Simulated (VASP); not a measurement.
Level of theory: TPSS meta-GGA, VASP's PBE PAW potentials (set 64) (plane waves; VASP).

A VASP calculation is set up with these files.

### INCAR
```
# general
SYSTEM   =  ZrC
PREC     =  Accurate
ENCUT    =  520
LREAL    =  F   # projection in real space or not
LASPH    =  T   # aspherical one-centre terms

# electronic loop
EDIFF    =  1E-7   # SCF stop (eV)
NELM     =  100
ALGO     =  Normal
LMAXMIX  =  4   # l cut-off of mixed one-centre charges
LMIXTAU  =  T

# smearing
ISMEAR   =  1   # Methfessel-Paxton
SIGMA    =  0.1   # width (eV)

# functional
METAGGA  =  TPSS

# ions
ISIF     =  2

# output
LWAVE    =  F
LCHARG   =  F
```

**POSCAR**
```
ZrC
1
    0.0000000000     2.3785058225     2.3785058225
    2.3785058225     0.0000000000     2.3785058225
    2.3785058225     2.3785058225     0.0000000000
Zr C
1 1
Direct
  0.0000000000   0.0000000000   0.0000000000
  0.5000000000   0.5000000000   0.5000000000
```

KPOINTS:
```
Regular mesh
0
G
  13 13 13
0 0 0
```

POTCAR, in this order: Zr_sv C (PBE.64 set). Program: vasp_std.

The resulting files:

### OSZICAR
```
       N       E                     dE             d eps       ncg     rms          rms(c)
DAV:   1     0.392100650284E+03    0.39210E+03   -0.24894E+05  2016   0.444E+05
DAV:   2     0.833971224372E+02   -0.30870E+03   -0.28793E+03  3496   0.968E+02
DAV:   3     0.210604516301E+02   -0.62337E+02   -0.56549E+02  3916   0.272E+02
DAV:   4     0.185046943358E+02   -0.25558E+01   -0.77736E+01  3720   0.848E+01
DAV:   5     0.178631924505E+02   -0.64150E+00   -0.12787E+01  3132   0.214E+01    0.373E+01
DAV:   6    -0.291147335120E+02   -0.46978E+02   -0.18250E+02  2240   0.192E+02    0.678E+00
DAV:   7    -0.297868628557E+02   -0.67213E+00   -0.73677E+00  2580   0.370E+01    0.503E+00
DAV:   8    -0.292792485208E+02    0.50761E+00   -0.71818E-01  2332   0.106E+01    0.261E+00
DAV:   9    -0.297256937749E+02   -0.44645E+00   -0.71179E-01  2924   0.717E+00    0.215E+00
DAV:  10    -0.297388259493E+02   -0.13132E-01   -0.80985E-02  2824   0.356E+00    0.772E-01
DAV:  11    -0.297235758749E+02    0.15250E-01   -0.21564E-02  2920   0.144E+00    0.212E-01
DAV:  12    -0.297440376912E+02   -0.20462E-01   -0.50759E-02  2860   0.214E+00    0.937E-01
DAV:  13    -0.297435479787E+02    0.48971E-03   -0.30676E-02  3160   0.184E+00    0.637E-02
DAV:  14    -0.297440381220E+02   -0.49014E-03   -0.42943E-04  2396   0.238E-01    0.670E-02
DAV:  15    -0.297440712553E+02   -0.33133E-04   -0.10489E-04  2868   0.949E-02    0.210E-02
DAV:  16    -0.297440954256E+02   -0.24170E-04   -0.37934E-05  3300   0.568E-02    0.297E-03
DAV:  17    -0.297440958106E+02   -0.38495E-06   -0.18800E-06  2196   0.176E-02    0.183E-03
DAV:  18    -0.297440962453E+02   -0.43468E-06   -0.22646E-07  2252   0.441E-03    0.999E-04
DAV:  19    -0.297440958379E+02    0.40736E-06   -0.30504E-08  1100   0.229E-03    0.303E-04
DAV:  20    -0.297440959098E+02   -0.71938E-07   -0.58028E-09  1092   0.815E-04
   1 F= -.29744096E+02 E0= -.29744031E+02  d E =-.195071E-03
```

**OUTCAR**
```
------------------------ aborting loop because EDIFF is reached ----------------------------------------
  FORCE on cell =-STRESS in cart. coord.  units (eV):
  Direction    XX          YY          ZZ          XY          YZ          ZX
  --------------------------------------------------------------------------------------
  Total       -1.0571993     -1.0571993     -1.0571993      0.0000000      0.0000000      0.0000000
  in kB      -62.9397173    -62.9397173    -62.9397173      0.0000000      0.0000000      0.0000000
  external PRESSURE =     -62.9397173 kB  Pullay stress =       0.0000000 kB
  volume of cell :       26.91
      direct lattice vectors                 reciprocal lattice vectors
     0.000000000  2.378505823  2.378505823    -0.210216008  0.210216008  0.210216008
     2.378505823  0.000000000  2.378505823     0.210216008 -0.210216008  0.210216008
     2.378505823  2.378505823  0.000000000     0.210216008  0.210216008 -0.210216008
 POSITION                                       TOTAL-FORCE (eV/Angst)
 -----------------------------------------------------------------------------------
      0.00000      0.00000      0.00000        -0.000000      0.000000      0.000000
      2.37851      2.37851      2.37851         0.000000     -0.000000      0.000000
 -----------------------------------------------------------------------------------
    total drift:                                0.000000      0.000000      0.000000
  FREE ENERGIE OF THE ION-ELECTRON SYSTEM (eV)
  ---------------------------------------------------
  free  energy   TOTEN  =       -29.7440959098 eV

  energy  without entropy=      -29.7439008387  energy(sigma->0) =      -29.74403089
```
(Selected blocks of OUTCAR.)

The compound is ZrC in the rock salt structure. This cell is one point of a volume scan, at 1.03 of the reference volume.
